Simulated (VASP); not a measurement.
# YMg6Si (Amm2) in VASP: further runs

The runs below take YMg6Si through band structure, equation of state, electric field gradients, with PBE+TS, LDA, AM05.

Everything below comes from runs of VASP 6.6.1. Logs are shortened: lines on timing, memory, paths and dates and some standing lists are left out, and cuts for length are marked.

## (1) The crystal as given

It takes space group Amm2 (No. 38, orthorhombic). Conventional cell: a = 5.083 Å, b = 6.063 Å, c = 11.682 Å, α = 90.00°, β = 90.00°, γ = 90.00°. Y (site symmetry mm2) is surrounded by 2 Si at 3.04 Å and 10 Mg at 3.16 to 3.32 Å. Around Mg (site symmetry mm2) lie 10 Mg at 3.04 to 3.42 Å and 2 Y at 3.16 Å. Mg (site symmetry m) has 8 Mg at 3.03 to 3.20 Å and 2 Si at 3.15 to 3.44 Å and 2 Y at 3.26 to 3.32 Å as nearest neighbours. Si (site symmetry mm2) is surrounded by 2 Y at 3.04 Å and 10 Mg at 3.11 to 3.44 Å. Mg (site symmetry mm2) has 10 Mg at 3.04 to 3.37 Å and 2 Si at 3.15 Å as nearest neighbours. Around Mg (site symmetry m) lie 8 Mg at 2.99 to 3.42 Å and 2 Si at 3.11 Å and 2 Y at 3.19 Å.

The cell comes from a database or a generator and needn't be the stable form of this composition.

## (2) Band structure, PBE+TS (atoms moved at random, drawn with an rms of 0.05 Å)

Input file POSCAR:

```
YMg6Si
5.083
    0.999994097974      0.000000000000      0.000000000000
    0.000000000000      0.596374286838      1.149102105056
    0.000000000000     -0.596374286838      1.149102105056
Y Si Mg
1 1 6
Direct
    0.4957270000      0.1846010000      0.1709300000
    0.4931770000      0.6569630000      0.6699790000
    0.0021960000      0.8182100000      0.8312260000
   -0.0014880000      0.3296800000      0.3545630000
    0.0115670000      0.3297280000      0.8248650000
   -0.0075290000      0.8335240000      0.3232820000
    0.4910450000      0.1730450000      0.6777420000
    0.4928340000      0.6717570000      0.1695720000
```

Input file INCAR.step1:

```
SYSTEM = YMg6Si
PREC = Accurate
ENCUT = 520
EDIFF = 1E-6
ISMEAR = 1
SIGMA = 0.2
LREAL = .FALSE.
LASPH = .TRUE.
NELM = 60
ALGO = Normal
ISIF = 2
LWAVE = .FALSE.
LCHARG = .TRUE.
LMAXMIX = 4
GGA = PE
IVDW = 2
```

Input file KPOINTS.step1:

```
Automatic mesh
0
G
  5 5 5
  0 0 0
```

Input file INCAR.step2:

```
SYSTEM = YMg6Si
PREC = Accurate
ENCUT = 520
EDIFF = 1E-6
ISMEAR = 0
SIGMA = 0.05
LREAL = .FALSE.
LASPH = .TRUE.
NELM = 60
ALGO = Normal
ISIF = 2
LWAVE = .FALSE.
LCHARG = .FALSE.
LMAXMIX = 4
GGA = PE
IVDW = 2
ICHARG = 11
```

Input file KPOINTS.step2:

```
path GXSRAZGYX1A1TY,ZT
15
line-mode
reciprocal
 0.0000000000  0.0000000000  0.0000000000  G
 0.0000000000  0.3173380582 -0.3173380582  X

 0.0000000000  0.3173380582 -0.3173380582  X
 0.0000000000  0.0000000000 -0.5000000000  S

 0.0000000000  0.0000000000 -0.5000000000  S
-0.5000000000  0.0000000000 -0.5000000000  R

-0.5000000000  0.0000000000 -0.5000000000  R
-0.5000000000  0.3173380582 -0.3173380582  A

-0.5000000000  0.3173380582 -0.3173380582  A
-0.5000000000  0.0000000000  0.0000000000  Z

-0.5000000000  0.0000000000  0.0000000000  Z
 0.0000000000  0.0000000000  0.0000000000  G

 0.0000000000  0.0000000000  0.0000000000  G
 0.0000000000 -0.5000000000 -0.5000000000  Y

 0.0000000000 -0.5000000000 -0.5000000000  Y
 0.0000000000 -0.3173380582 -0.6826619418  X1

 0.0000000000 -0.3173380582 -0.6826619418  X1
-0.5000000000 -0.3173380582 -0.6826619418  A1

-0.5000000000 -0.3173380582 -0.6826619418  A1
-0.5000000000 -0.5000000000 -0.5000000000  T

-0.5000000000 -0.5000000000 -0.5000000000  T
 0.0000000000 -0.5000000000 -0.5000000000  Y

-0.5000000000  0.0000000000  0.0000000000  Z
-0.5000000000 -0.5000000000 -0.5000000000  T
```

Potentials or basis: VASP PAW PBE potentials, release 54 (Y_sv, Si, Mg).

Command:

```
$ cat potpaw_PBE.54/Y_sv/POTCAR potpaw_PBE.54/Si/POTCAR potpaw_PBE.54/Mg/POTCAR > POTCAR
$ cp INCAR.step1 INCAR
$ cp KPOINTS.step1 KPOINTS
$ mpirun -np 1 vasp_std > vasp.out
$ cp INCAR.step2 INCAR
$ cp KPOINTS.step2 KPOINTS
$ mpirun -np 1 vasp_std > vasp.out
```

OUTCAR:

```text
SYSTEM = YMg6Si
   PREC = Accurate
   ENCUT = 520
   EDIFF = 1E-6
   ISMEAR = 0
   LREAL = .FALSE.
   LASPH = .TRUE.
   NELM = 60
   ISIF = 2
   GGA = PE
   IVDW = 2
   ICHARG = 11
  IVDW =   2

 ion  position               nearest neighbor table
   1  0.496  0.185  0.171-   2 2.96   5 3.11   2 3.12   6 3.17   4 3.18   6 3.20   4 3.20   8 3.20
                             5 3.24   7 3.29   7 3.29   8 3.38
   2  0.493  0.657  0.670-   1 2.96   5 3.02   1 3.12   3 3.13   6 3.15   7 3.16   6 3.16   5 3.18
                             3 3.20   8 3.24   8 3.34
   3  0.002  0.818  0.831-   4 3.00   4 3.07   8 3.10   2 3.13   7 3.15   8 3.18   2 3.20   5 3.24
                             7 3.24   6 3.29   6 3.30   5 3.34
   4  0.999  0.330  0.355-   3 3.00   7 3.05   3 3.07   5 3.10   8 3.12   7 3.12   8 3.16   1 3.18
                             1 3.20   6 3.20   6 3.39   5 3.49
   5  0.012  0.330  0.825-   7 3.01   6 3.02   2 3.02   6 3.05   4 3.10   1 3.11   2 3.18   7 3.19
                             1 3.24   3 3.24   3 3.34   4 3.49
   6  0.992  0.834  0.323-   5 3.02   5 3.05   8 3.14   8 3.14   2 3.15   2 3.16   1 3.17   1 3.20
                             4 3.20   3 3.29   3 3.30   4 3.39
   7  0.491  0.173  0.678-   8 3.01   5 3.01   8 3.05   4 3.05   4 3.12   3 3.15   2 3.16   5 3.19
                             3 3.24   1 3.29   1 3.29
   8  0.493  0.672  0.170-   7 3.01   7 3.05   3 3.10   4 3.12   6 3.14   6 3.14   4 3.16   3 3.18
                             1 3.20   2 3.24   2 3.34   1 3.38

  LATTYP: Found a base centered orthorhombic cell.
 ALAT       =     6.0627410000
 B/A-ratio  =     1.9268136310
 C/A-ratio  =     0.8383947129

  Lattice vectors:

 A1 = (   0.0000000000,   3.0313705000,  -5.8408860000)
 A2 = (   0.0000000000,   3.0313705000,   5.8408860000)
 A3 = (   5.0829700000,   0.0000000000,   0.0000000000)

Analysis of symmetry for initial positions (statically):
=====================================================================
 Subroutine PRICEL returns:
 Original cell was already a primitive cell.

 Routine SETGRP: Setting up the symmetry group for a
 base centered orthorhombic supercell.

 Subroutine GETGRP returns: Found  1 space group operations
 (whereof  1 operations were pure point group operations)
 out of a pool of  8 trial point group operations.

The static configuration has the point symmetry C_1 .

Analysis of symmetry for dynamics (positions and initial velocities):
=====================================================================
 Subroutine PRICEL returns:
 Original cell was already a primitive cell.

 Routine SETGRP: Setting up the symmetry group for a
 base centered orthorhombic supercell.

 Subroutine GETGRP returns: Found  1 space group operations
 (whereof  1 operations were pure point group operations)
 out of a pool of  8 trial point group operations.

The dynamic configuration has the point symmetry C_1 .

 Subroutine INISYM returns: Found  1 space group operations
 (whereof  1 operations are pure point group operations),
 and found     1 'primitive' translations

----------------------------------------------------------------------------------------

                                     Primitive cell

  volume of cell :     179.9970

  direct lattice vectors                    reciprocal lattice vectors
     5.082970000  0.000000000  0.000000000     0.196735373  0.000000000  0.000000000
     0.000000000  3.031370500  5.840886000     0.000000000  0.164941897  0.085603451
     0.000000000 -3.031370500  5.840886000     0.000000000 -0.164941897  0.085603451

  length of vectors
     5.082970000  6.580665344  6.580665344     0.196735373  0.185832667  0.185832667

  position of ions in fractional coordinates (direct lattice)
     0.495727000  0.184601000  0.170930000
     0.493177000  0.656963000  0.669979000
     0.002196000  0.818210000  0.831226000
     0.998512000  0.329680000  0.354563000
     0.011567000  0.329728000  0.824865000
     0.992471000  0.833524000  0.323282000
     0.491045000  0.173045000  0.677742000
     0.492834000  0.671757000  0.169572000

  ion indices of the primitive-cell ions
   primitive index   ion index
                 1           1
                 2           2
                 3           3
                 4           4
                 5           5
                 6           6
                 7           7
                 8           8

----------------------------------------------------------------------------------------

 KPOINTS: path GXSRAZGYX1A1TY,ZT

Interpolating k-points between supplied coordinates.

 Line segments in fractional coordinates (reciprocal lattice):
    0.000000  0.000000  0.000000  ...  0.000000  0.317338 -0.317338
    0.000000  0.317338 -0.317338  ...  0.000000  0.000000 -0.500000
    0.000000  0.000000 -0.500000  ... -0.500000  0.000000 -0.500000
   -0.500000  0.000000 -0.500000  ... -0.500000  0.317338 -0.317338
   -0.500000  0.317338 -0.317338  ... -0.500000  0.000000  0.000000
   -0.500000  0.000000  0.000000  ...  0.000000  0.000000  0.000000
    0.000000  0.000000  0.000000  ...  0.000000 -0.500000 -0.500000
    0.000000 -0.500000 -0.500000  ...  0.000000 -0.317338 -0.682662
    0.000000 -0.317338 -0.682662  ... -0.500000 -0.317338 -0.682662
   -0.500000 -0.317338 -0.682662  ... -0.500000 -0.500000 -0.500000
   -0.500000 -0.500000 -0.500000  ...  0.000000 -0.500000 -0.500000
   -0.500000  0.000000  0.000000  ... -0.500000 -0.500000 -0.500000

 Generated    15 points on each line segment, for a total of    180 k-points:

 Following reciprocal coordinates:
            Coordinates               Weight
  0.000000  0.000000  0.000000      0.005556
  0.000000  0.022667 -0.022667      0.005556
  0.000000  0.045334 -0.045334      0.005556
  0.000000  0.068001 -0.068001      0.005556
  0.000000  0.090668 -0.090668      0.005556
  0.000000  0.113335 -0.113335      0.005556
[... 16 lines left out ...]
  0.000000  0.158669 -0.408669      0.005556
  0.000000  0.136002 -0.421716      0.005556
 [... further k-points ...]
   k-points           NKPTS =    180   k-points in BZ     NKDIM =    180   number of bands    NBANDS=     18
   number of dos      NEDOS =    301   number of ions     NIONS =      8
   total plane-waves  NPLWV = 100000
   dimension x,y,z NGX =    40 NGY =   50 NGZ =   50
   dimension x,y,z NGXF=    80 NGYF=  100 NGZF=  100
   ions per type =               1   1   6
   NGX,Y,Z   is equivalent  to a cutoff of  13.08, 12.63, 12.63 a.u.
   NGXF,Y,Z  is equivalent  to a cutoff of  26.17, 25.26, 25.26 a.u.
 SYSTEM =  YMg6Si
   PREC   = accura    normal or accurate (medium, high low for compatibility)
   ISTART =      0    job   : 0-new  1-cont  2-samecut
   ICHARG =     11    charge: 1-file 2-atom 10-const
   ISPIN  =      1    spin polarized calculation?
   LNONCOLLINEAR =      F non collinear calculations
   LSORBIT =      F    spin-orbit coupling
   LASPH  =      T    aspherical Exc in radial PAW
   ENCUT  =  520.0 eV  38.22 Ry    6.18 a.u.   9.45 12.24 12.24*2*pi/ulx,y,z
   NELM   =     60;   NELMIN=  2; NELMDL=  0     # of ELM steps
   EDIFF  = 0.1E-05   stopping-criterion for ELM
   LREAL  =      F    real-space projection
   EDIFFG = 0.1E-04   stopping-criterion for IOM
   NSW    =      0    number of steps for IOM
   IBRION =     -1    ionic relax: 0-MD 1-quasi-New 2-CG
   NFREE  =      0    steps in history (QN), initial steepest desc. (CG)
   ISIF   =      2    stress and relaxation
   ISYM   =      2    0-nonsym 1-usesym 2-fastsym
   POTIM  = 0.5000    time-step for ionic-motion
   TEBEG  =    0.0;   TEEND  =   0.0 temperature during run
   PSTRESS=    0.0 pullay stress
   NELECT =      27.0000    total number of electrons
   NUPDOWN=      -1.0000    fix difference up-down
   EMIN   =  10.00;   EMAX   =-10.00  energy-range for DOS
   EFERMI =   0.00;   METHOD = LEGACY
   ISMEAR =     0;   SIGMA  =   0.05  broadening in eV -4-tet -1-fermi 0-gaus
   EFERMI_NEDOS =   21; number of points for ismear=-14 and -15
   IALGO  =     38    algorithm
   IMIX   =      4    mixing-type and parameters
     AMIX     =   0.40;   BMIX     =  1.00
     AMIX_MAG =   1.60;   BMIX_MAG =  1.00
  volume/ion in A,a.u.               =      22.50       151.83
  Fermi-wavevector in a.u.,A,eV,Ry     =   0.869843  1.643765 10.294539  0.756627
  Thomas-Fermi vector in A             =   1.988723
   LORBIT       =      0    0 simple, 1 ext, 2 COOP (PROOUT), +10 PAW based schemes
   GGA     = PE    functional components
   LHFCALC =     F    Hartree Fock is set to
   AEXX    =    0.0000 exact exchange contribution
   IVDW    =     2    specifies the selected vdW correction
   LEPSILON=     F    determine dielectric tensor
   LRPA    =     F    only Hartree local field effects (RPA)
 non-spin polarized calculation
 Gauss-broadening in eV      SIGMA  =   0.05
  energy-cutoff  :      520.00
  volume of cell :      180.00
 maximum number of plane-waves:      4889
 NGX is ok and might be reduce to    40

 number of electron      27.0000000 magnetization

 Free energy of the ion-electron system (eV)
  ---------------------------------------------------
  ext. energy  EPLUGINS =         0.00000000
  ---------------------------------------------------
  free energy    TOTEN  =       -20.90236130 eV

  energy without entropy =      -20.89856599  energy(sigma->0) =      -20.90046365

 E-fermi :   3.3980     XC(G=0):  -8.9772

 val. band max:        3.3946404476   @ k =  -0.5000  -0.3565  -0.6435
 cond. band min:       3.4048359070   @ k =  -0.5000   0.2267  -0.3695
 fundamental gap:      0.0101954594
 Fermi energy:         3.3980252590

 k-point     1 :       0.0000    0.0000    0.0000
  band No.  band energies     occupation
      1     -39.2611      2.00000
      2     -19.3618      2.00000
      3     -19.2816      2.00000
      4     -19.2626      2.00000
      5      -4.8522      2.00000
      6      -1.6282      2.00000
[... 10 lines left out ...]
     17       4.7892      0.00000
     18       5.2645      0.00000

 k-point     2 :       0.0000    0.0227   -0.0227
  band No.  band energies     occupation
      1     -39.2611      2.00000
      2     -19.3618      2.00000
      3     -19.2816      2.00000
      4     -19.2626      2.00000
      5      -4.8453      2.00000
      6      -1.6287      2.00000
[... 10 lines left out ...]
     17       4.7831      0.00000
     18       5.2023      0.00000
[... 442 lines left out ...]
 k-point    24 :       0.0000    0.1360   -0.4217
  band No.  band energies     occupation
      1     -39.2610      2.00000
      2     -19.3617      2.00000
      3     -19.2821      2.00000
      4     -19.2656      2.00000
      5      -4.3090      2.00000
      6      -2.1336      2.00000
[... 10 lines left out ...]
     17       5.0100      0.00000
     18       5.3062      0.00000

 [... further k-points ...]

------------------------ aborting loop because EDIFF is reached ----------------------------------------

  Hirshfeld charges:
            ion         q(e)
   ------------------------------
      1     Y        0.12702202
      2     Si      -0.24825354
      3     Mg       0.07119293
      4     Mg      -0.02731058
      5     Mg      -0.00203960
      6     Mg       0.00803951
      7     Mg       0.01169934
      8     Mg       0.05964992

  Tkatchenko/Scheffler method for vdW energy calculation

  Number of pair interactions contributing to vdW energy:  104620

  Edisp (eV):   -3.86030

  FORCE on cell =-STRESS in cart. coord.  units (eV):
  Direction    XX          YY          ZZ          XY          YZ          ZX
  --------------------------------------------------------------------------------------
  -------------------------------------------------------------------------------------
  Total      -3.66348    -4.05925    -8.09722    -0.36214     1.15916     0.06317
  in kB     -32.60916   -36.13193   -72.07441    -3.22349    10.31785     0.56230
  external pressure =      -46.94 kB  Pullay stress =        0.00 kB

 VOLUME and BASIS-vectors are now :
 -----------------------------------------------------------------------------
  energy-cutoff  :      520.00
  volume of cell :      180.00
      direct lattice vectors                 reciprocal lattice vectors
     5.082970000  0.000000000  0.000000000     0.196735373  0.000000000  0.000000000
     0.000000000  3.031370500  5.840886000     0.000000000  0.164941897  0.085603451
     0.000000000 -3.031370500  5.840886000     0.000000000 -0.164941897  0.085603451

 POSITION                                       TOTAL-FORCE (eV/Angst)
 -----------------------------------------------------------------------------------
      2.51977      0.04144      2.07662         0.144322     -0.240651      0.101885
      2.50680     -0.03946      7.75052         0.060305      0.190188     -0.188241
      0.01116     -0.03946      9.63417        -0.114447     -0.023253     -0.301915
      5.07541     -0.07543      3.99659        -0.127143      0.125292      0.043675
      0.05879     -1.50094      6.74385        -0.327557      0.327718      0.136434
      5.04470      1.54673      6.75677         0.014268     -0.426000      0.098299
      2.49597     -1.52992      4.96935         0.242889      0.111714     -0.043928
      2.50506      1.52231      4.91411         0.107364     -0.065009      0.153790
 -----------------------------------------------------------------------------------
    total drift:                               -0.003258      0.001836     -0.002982

  FREE ENERGIE OF THE ION-ELECTRON SYSTEM (eV)
  ---------------------------------------------------
  free  energy   TOTEN  =       -24.7626604822 eV

  energy  without entropy=      -24.7588651765  energy(sigma->0) =      -24.76076283
```

Run time: 6.6 min. Hardware: 1 thread of Intel Xeon 6975P-C (Granite Rapids), shared host; peak memory 0.85 GiB.

Results:

| Item | Value |
| --- | --- |
| Band gap along the path | none (metal or under the smearing width) |
| Dispersion energy per atom | -0.483 eV |

Levels at the corners of the path, in eV from the Fermi level:
| point | band 10 | band 11 | band 12 | band 13 | band 14 | band 15 | band 16 | band 17 |
| --- | --- | --- | --- | --- | --- | --- | --- | --- |
| Γ | -2.13 | -2.08 | -1.73 | -0.78 | 0.39 | 0.66 | 1.00 | 1.43 |
| X | -1.82 | -1.63 | -0.68 | -0.67 | 0.37 | 0.49 | 0.63 | 1.63 |
| X | -1.82 | -1.63 | -0.68 | -0.67 | 0.37 | 0.49 | 0.63 | 1.63 |
| S | -1.60 | -1.15 | -0.97 | -0.05 | 0.08 | 0.31 | 0.65 | 1.83 |
| S | -1.60 | -1.15 | -0.97 | -0.05 | 0.08 | 0.31 | 0.65 | 1.83 |
| R | -2.79 | -2.55 | -1.93 | -0.79 | 0.59 | 1.40 | 1.61 | 1.75 |
| R | -2.79 | -2.55 | -1.93 | -0.79 | 0.59 | 1.40 | 1.61 | 1.75 |
| A | -3.50 | -1.26 | -0.71 | -0.33 | -0.21 | 0.64 | 1.01 | 1.66 |
| A | -3.50 | -1.26 | -0.71 | -0.33 | -0.21 | 0.64 | 1.01 | 1.66 |
| Z | -1.68 | -1.59 | -1.29 | -0.87 | -0.82 | -0.78 | -0.36 | -0.17 |
| Z | -1.68 | -1.59 | -1.29 | -0.87 | -0.82 | -0.78 | -0.36 | -0.17 |
| Γ | -2.13 | -2.08 | -1.73 | -0.78 | 0.39 | 0.66 | 1.00 | 1.43 |
| Γ | -2.13 | -2.08 | -1.73 | -0.78 | 0.39 | 0.66 | 1.00 | 1.43 |
| Y | -1.54 | -1.08 | -0.77 | -0.37 | 0.16 | 0.43 | 0.52 | 0.98 |
| Y | -1.54 | -1.08 | -0.77 | -0.37 | 0.16 | 0.43 | 0.52 | 0.98 |
| X1 | -1.82 | -1.63 | -0.68 | -0.67 | 0.37 | 0.49 | 0.63 | 1.63 |
| X1 | -1.82 | -1.63 | -0.68 | -0.67 | 0.37 | 0.49 | 0.63 | 1.63 |
| A1 | -3.50 | -1.26 | -0.71 | -0.33 | -0.21 | 0.64 | 1.01 | 1.66 |
| A1 | -3.50 | -1.26 | -0.71 | -0.33 | -0.21 | 0.64 | 1.01 | 1.66 |
| T | -1.93 | -1.72 | -1.61 | 0.22 | 0.68 | 0.99 | 1.15 | 1.18 |
| T | -1.93 | -1.72 | -1.61 | 0.22 | 0.68 | 0.99 | 1.15 | 1.18 |
| Y | -1.54 | -1.08 | -0.77 | -0.37 | 0.16 | 0.43 | 0.52 | 0.98 |
| Z | -1.68 | -1.59 | -1.29 | -0.87 | -0.82 | -0.78 | -0.36 | -0.17 |
| T | -1.93 | -1.72 | -1.61 | 0.22 | 0.68 | 0.99 | 1.15 | 1.18 |

Caveat: the log is that of the step along the path at fixed density, whose energy, stress, charges and moments have no meaning; atom-pairwise D2, TS and ULG terms overbind metals; pairwise dispersion overbinds metals, which lowers pressure and volume.

(Part 1 of 2 ends here.)
